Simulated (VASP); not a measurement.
Here is the system:

```
CELL_PARAMETERS angstrom
      1.44121    -4.90024     0.00000
      1.44121     4.90024     0.00000
      0.00000     0.00000     4.47249
ATOMIC_POSITIONS crystal
  Ge 0.58495 0.41505 0.25000
  Ge 0.41505 0.58495 0.75000
  Pd 0.84157 0.15843 0.25000
  Pd 0.15843 0.84157 0.75000
```

These are r2SCAN meta-GGA, VASP's PBE PAW potentials (set 64) (plane waves; VASP) values and carry that method's errors. Run with 400 eV cut-off, 12×12×8 Γ-centred mesh, tetrahedra with Blöchl corrections, potentials Ge_d Pd.

The cores are frozen, which limits the accuracy of field gradients.

Q: Give the principal components of the electric field gradient (V/Å²) and the asymmetry η at each nucleus.

A: 
| atom | Vxx | Vyy | Vzz | η |
|---|---|---|---|---|
| Ge1 | 55.0 | 4.0 | -59.0 | 0.86 |
| Ge2 | 55.0 | 4.0 | -59.0 | 0.86 |
| Pd3 | 19.5 | 18.8 | -38.3 | 0.02 |
| Pd4 | 19.5 | 18.8 | -38.3 | 0.02 |

The structure was generated: GePd was put into the CrB type (Cmcm), which need not be its known phase. It was relaxed first, which changed the volume by -44 %.
